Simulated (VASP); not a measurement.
A convergence study with VASP on AgCl (rock salt): one setting is varied, all else stays as given below, so the limit is that of these other settings.

```
CELL_PARAMETERS angstrom
      0.00000     2.77500     2.77500
      2.77500     0.00000     2.77500
      2.77500     2.77500     0.00000
ATOMIC_POSITIONS crystal
  Ag 0.00000 0.00000 0.00000
  Cl 0.50000 0.50000 0.50000
```

Calculation: PBE GGA, VASP's PBE PAW potentials (set 64) (plane waves; VASP 6.6.1). The tightest run used: 550 eV cut-off, 13×13×13 Monkhorst-Pack mesh, Gaussian smearing of 0.050 eV, potentials Ag Cl.

### Question
The settings run are 1×1×1 mesh; 2×2×2 mesh; 3×3×3 mesh; 4×4×4 mesh; 5×5×5 mesh; 6×6×6 mesh; 7×7×7 mesh; 8×8×8 mesh; 9×9×9 mesh; 10×10×10 mesh; 11×11×11 mesh; 12×12×12 mesh; 13×13×13 mesh. From which on does the energy per atom stay within 0.005 eV/atom of the tightest run?

### Answer
From 4×4×4 mesh on: it is off by 0.0000 there and by no more than 0.005 in any finer run, while 3×3×3 mesh is off by 0.0291.
```csv
setting,E (eV/atom),pressure (GPa),irreducible k-points,difference judged (eV/atom)
1×1×1 mesh,-1.3660,-0.33,1,1.3315
2×2×2 mesh,-2.6836,1.41,2,0.0140
3×3×3 mesh,-2.6685,1.86,4,0.0291
4×4×4 mesh,-2.6975,1.38,10,0.0000
5×5×5 mesh,-2.6965,1.41,10,0.0011
6×6×6 mesh,-2.6975,1.38,28,0.0000
7×7×7 mesh,-2.6975,1.38,20,0.0001
8×8×8 mesh,-2.6975,1.38,60,0.0000
9×9×9 mesh,-2.6975,1.38,35,0.0000
10×10×10 mesh,-2.6975,1.38,110,0.0000
11×11×11 mesh,-2.6975,1.38,56,0.0000
12×12×12 mesh,-2.6975,1.38,182,0.0000
13×13×13 mesh,-2.6975,1.38,84,0.0000
```

Left out are rungs that failed or repeat a setting and relaxations that didn't move; long series are thinned to 24 rows.

The compound is AgCl in the rock salt structure. The cell was not relaxed at this level.
